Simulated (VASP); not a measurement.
A 63-atom supercell of AlAs (zinc blende) holds Al vacancy in charge state +0. It is relaxed twice, with the total moment held at 1 and at 3 μB. Calculation: PBE GGA, VASP's PBE PAW potentials (set 64) (plane waves; VASP). Settings: PREC = Normal, LREAL = Auto, ISYM = 0, EDIFF = 1E-5, 400 eV cut-off, 1×1×1 Γ-centred mesh, Gaussian smearing of 0.050 eV, potentials Al As.

The supercell is sampled at Γ alone, which is coarse: total energies, pressure and levels can be off, energies of defects by several tenths of an eV.

Question: Which spin state lies lower, and by how much?

Answer: The state with 3 μB lies lower, by 0.12 eV.

The cell is a supercell with a defect, built from AlAs (zinc blende).
